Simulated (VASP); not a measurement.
TaSi2:

```
Ta Si
1.0
     4.78000    0.00000    0.00000
    -2.39000    4.13960    0.00000
     0.00000    0.00000    6.56400
Ta Si
3 6
Direct
  0.50000 0.00000 0.50000
  0.50000 0.50000 0.83333
  0.00000 0.50000 0.16667
  0.16665 0.33330 0.50000
  0.83335 0.16665 0.83333
  0.66670 0.83335 0.16667
  0.83335 0.66670 0.50000
  0.16665 0.83335 0.83333
  0.33330 0.16665 0.16667
```

| Quantity | Value |
| --- | --- |
| Program | VASP 6.6.1 |
| Task | relaxation of cell and atoms |
| Functional | PBE |
| Dispersion | D3(BJ) |
| Potentials or basis | VASP PAW PBE potentials, release 64 (Ta_pv, Si) |
| Cutoff | 600 eV |
| k mesh | 9 × 9 × 6 |
| Occupations | methfessel-paxton, width 0.1 eV |
| Spin | no spin polarisation |

At the start: pressure -2.6 GPa; volume 14.43 Å³/atom.

Question: Where does the relaxation end?

Answer: Over 7 steps the energy falls by 20.5 meV/atom and the volume is 14.20 Å³/atom (-1.6 %); space group P6_222 (No. 180, to 0.05 Å).

Step by step:
```tsv
step	energy change (eV)	largest force (eV/Å)	pressure (GPa)	volume (Å³)
1	0.0000	0.7961	-2.61	129.88
2	-0.1321	0.3518	3.50	125.51
3	-0.1327	0.3822	3.13	125.75
4	-0.1655	0.1941	-1.35	128.48
5	-0.1780	0.0058	0.10	127.53
6	-0.1836	0.0058	-0.12	127.83
7	-0.1841	0.0059	-0.06	127.76
```

Final structure:
```
CELL_PARAMETERS angstrom
4.74839 0.00000 0.00000
-2.37419 4.11223 0.00000
0.00000 0.00000 6.54313
ATOMIC_POSITIONS crystal
Ta 0.50000 0.00000 0.50000
Ta 0.50000 0.50000 0.83333
Ta 0.00000 0.50000 0.16667
Si 0.15898 0.31797 0.50000
Si 0.84102 0.15898 0.83333
Si 0.68203 0.84102 0.16667
Si 0.84102 0.68203 0.50000
Si 0.15898 0.84102 0.83333
Si 0.31797 0.15898 0.16667
```

Caveat: pairwise dispersion overbinds metals, which lowers pressure and volume.
